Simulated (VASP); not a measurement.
The input files of a VASP run:

### KPOINTS
```
Automatic mesh
0
Gamma
13 13 7
0 0 0
```

### INCAR
```
SYSTEM  =  Hf
PREC  =  Accurate; ENCUT  =  520; LREAL  =  .FALSE.
LASPH  =  .TRUE.
EDIFF  =  1E-7; NELM  =  100; ALGO  =  Normal
LMAXMIX  =  6
ISMEAR  =  1; SIGMA  =  0.1
GGA  =  MK; LUSE_VDW  =  .TRUE.; AGGAC  =  0.0
PARAM1  =  0.1234568; PARAM2  =  0.7114; ZAB_VDW  =  -1.8867
IBRION  =  2; NSW  =  30; ISIF  =  4
EDIFFG  =  -0.01
LWAVE  =  .FALSE.; LCHARG  =  .FALSE.
```

### POSCAR
```
Hf
1
    1.6179676639    -2.8024021607     0.0000000000
    1.6179676639     2.8024021607     0.0000000000
    0.0000000000     0.0000000000     5.1186569404
Hf
2
Direct
  0.3333330000   0.6666670000   0.2500000000
  0.6666670000   0.3333330000   0.7500000000
```

POTCAR, in this order: Hf_pv (PBE.64 set). Program: vasp_std.

Task: Write an equivalent input for Quantum ESPRESSO's pw.x.

Result: One equivalent input (not run):
```
&CONTROL
  calculation = 'vc-relax'
  pseudo_dir = './pseudo'
  outdir = './out'
  tprnfor = .true.
  tstress = .true.
  nstep = 30
  forc_conv_thr = 0.00039
/
&SYSTEM
  ibrav = 0
  nat = 2
  ntyp = 1
  ecutwfc = 58
  occupations = 'smearing'
  smearing = 'methfessel-paxton'
  degauss = 0.00735
  input_dft = 'vdw-df2-b86r'
/
&ELECTRONS
  conv_thr = 7.3e-09
  electron_maxstep = 100
/
&IONS
/
&CELL
  cell_dofree = 'shape'
/
ATOMIC_SPECIES
  Hf 178.490 Hf.upf
CELL_PARAMETERS angstrom
     1.6179677   -2.8024022    0.0000000
     1.6179677    2.8024022    0.0000000
     0.0000000    0.0000000    5.1186569
ATOMIC_POSITIONS crystal
  Hf   0.3333330  0.6666670  0.2500000
  Hf   0.6666670  0.3333330  0.7500000
K_POINTS automatic
  13 13 7 0 0 0
```
Limits of the translation: the potentials are each code's own (VASP's PAW set, PseudoDojo norm-conserving files in pw.x), so ENCUT and ecutwfc are chosen apart and not converted; conv_thr bounds pw.x's estimated SCF error, while EDIFF bounds the energy change between steps; forc_conv_thr acts on force components and is met together with etot_conv_thr.

The compound is Hf in the hcp structure. This cell is one point of a volume scan, at 1.06 of the reference volume. Symmetry was kept, so distortions that lower it aren't found.
